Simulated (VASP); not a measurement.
Calculation: PBE GGA, VASP's PBE PAW potentials (set 64) (plane waves; VASP).

The input files of a VASP run:

### INCAR
```
SIGMA=0.01   ! width (eV)
LASPH=.True.
ENCUT=180   ! plane-wave cut-off (eV)
LWAVE=.False.
LMAXMIX=4   ! l cut-off of mixed one-centre charges
SYSTEM=Cs2AgBiBr6
NELM=100
ISIF=2   ! forces and stress, cell fixed
GGA=PE   ! PBE
EDIFF=1E-6
PREC=Accurate
LCHARG=.False.
LREAL=.False.
ALGO=Normal
ISMEAR=0   ! Gaussian
```

**KPOINTS**
```
Automatic mesh
0
Gamma
6 6 6
0.5 0.5 0.5
```

POSCAR:
```
Cs2AgBiBr6
1.0
  0.0000000000   5.6545410000   5.6545410000
  5.6545410000   0.0000000000   5.6545410000
  5.6545410000   5.6545410000   0.0000000000
Cs Ag Bi Br
2 1 1 6
Cart
  8.4818115000   8.4818115000   8.4818115000
  2.8272705000   2.8272705000   2.8272705000
  5.6545410000   5.6545410000   5.6545410000
  0.0000000000   0.0000000000   0.0000000000
  2.8364308564   5.6545410000   5.6545410000
  8.4726511436   5.6545410000   5.6545410000
  5.6545410000   2.8364308564   5.6545410000
  5.6545410000   8.4726511436   5.6545410000
  5.6545410000   5.6545410000   2.8364308564
  5.6545410000   5.6545410000   8.4726511436
```

POTCAR, in this order: Cs_sv Ag Bi_d Br (PBE.64 set). Program: vasp_std.

At this cut-off the stress carries a Pulay error, which pulls relaxed volumes low.

Task: What does the run give for the energy per atom (σ→0), pressure, largest force?

Result: 
```
Item                            Value
---------------------  --------------
energy per atom (σ→0)  -2.841 eV/atom
pressure                   -13.67 GPa
largest force              0.177 eV/Å
```

File OSZICAR:
```
...
DAV:   8    -0.283998541336E+02   -0.11018E-01   -0.92417E-02  3360   0.131E+00    0.877E-01
DAV:   9    -0.284041153137E+02   -0.42612E-02   -0.10011E-02  3245   0.401E-01    0.124E-01
DAV:  10    -0.284047060390E+02   -0.59073E-03   -0.41884E-04  3416   0.838E-02    0.723E-02
DAV:  11    -0.284050382834E+02   -0.33224E-03   -0.35509E-04  3114   0.848E-02    0.148E-02
DAV:  12    -0.284050498716E+02   -0.11588E-04   -0.15483E-05  3416   0.158E-02    0.116E-02
DAV:  13    -0.284050516273E+02   -0.17558E-05   -0.36805E-06  2898   0.812E-03    0.360E-03
DAV:  14    -0.284050522170E+02   -0.58966E-06   -0.68993E-07  2224   0.437E-03
   1 F= -.28405052E+02 E0= -.28405052E+02  d E =-.355639E-13
```

The structure comes from a computed database's Cs2AgBiBr6 entry; how it stands against other phases isn't given here. The cell was not relaxed at this level. The run is one of a series of settings (ENCUT = 180, KPOINTS 6×6×6 Γ-centred mesh shifted by (0.5, 0.5, 0.5) against the base run), some of them coarse on purpose.
